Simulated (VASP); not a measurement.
Input:

```
CELL_PARAMETERS angstrom
      1.33000    -2.30363     0.00000
      1.33000     2.30363     0.00000
      0.00000     0.00000     4.95000
ATOMIC_POSITIONS crystal
  Zn 0.33333 0.66667 0.25000
  Zn 0.66667 0.33333 0.75000
```

Level of theory: RPBE GGA, VASP's PBE PAW potentials (set 64) (plane waves; VASP). Numerical set-up: 520 eV cut-off, 14×14×7 Γ-centred mesh, first-order Methfessel-Paxton smearing of 0.10 eV, potentials Zn.

Energy and stress use the plane-wave basis of the starting cell.

Problem. The ions, cell shape and volume are relaxed. Which structure does the run end with?

Solution. 
```
CELL_PARAMETERS angstrom
      1.35812    -2.35233     0.00000
      1.35812     2.35233     0.00000
      0.00000     0.00000     4.94111
ATOMIC_POSITIONS crystal
  Zn 0.33333 0.66667 0.25000
  Zn 0.66667 0.33333 0.75000
```
Space group P6_3/mmc (194), at a tolerance of 0.03 Å.

Problem. How do energy and volume change from the first to the last step?

Solution. The energy (σ→0) changes by -8.8 meV/atom and the volume by +4.1 %, in 10 ionic steps.

The compound is Zn in the hcp structure. This run relaxes it. Symmetry was kept, so distortions that lower it aren't found.
